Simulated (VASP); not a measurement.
A run of VASP 6.6.1 is set up as follows.

INCAR

```
SYSTEM = LuScAs2
  ALGO = Normal
  EDIFF = 1E-6
  ENCUT = 520
  GGA = PE
  ISIF = 2
  ISMEAR = -1
  LASPH = .TRUE.
  LCHARG = .FALSE.
  LREAL = .FALSE.
  LWAVE = .FALSE.
  NBANDS = 31
  NELM = 100
  PREC = Accurate
  SIGMA = 0.02
```

File KPOINTS:

```
k-points
0
G
  6 6 6
  0 0 0
```

Contents of POSCAR:

```
LuScAs2
1.0
    1.9726542489      1.1389124616      6.4335176531
   -1.9726542489      1.1389124616      6.4335176531
    0.0000000000     -2.2778249232      6.4335176531
Sc Lu As
1 1 2
Direct
    1.0000000000      0.0000000000      0.0000000000
    0.5000000000      0.5000000000      0.5000000000
    0.2528735518      0.2528735518      0.2528735518
    0.7471264482      0.7471264482      0.7471264482
```

Potentials or basis: VASP PAW PBE potentials, release 64 (Sc_sv, Lu, As).

Run with:

```console
$ cat potpaw_PBE.64/Sc_sv/POTCAR potpaw_PBE.64/Lu/POTCAR potpaw_PBE.64/As/POTCAR > POTCAR
$ mpirun -np 1 vasp_std > vasp.out
```

Q: What does it give for the pressure?

A: 1.1 GPa.

Q: Predict the largest force.

A: 0.083 eV/Å.

Q: Predict the band gap on the k mesh.

A: None (metal or under the smearing width).

Forces in eV/Å, atoms in the order of the input:
```
Sc   0.000  0.000  0.000
Lu   0.000  0.000  0.000
As   0.000  0.000  0.083
As   0.000  0.000 -0.083
```

The run has no spin-orbit coupling, so splittings on Lu are missing.
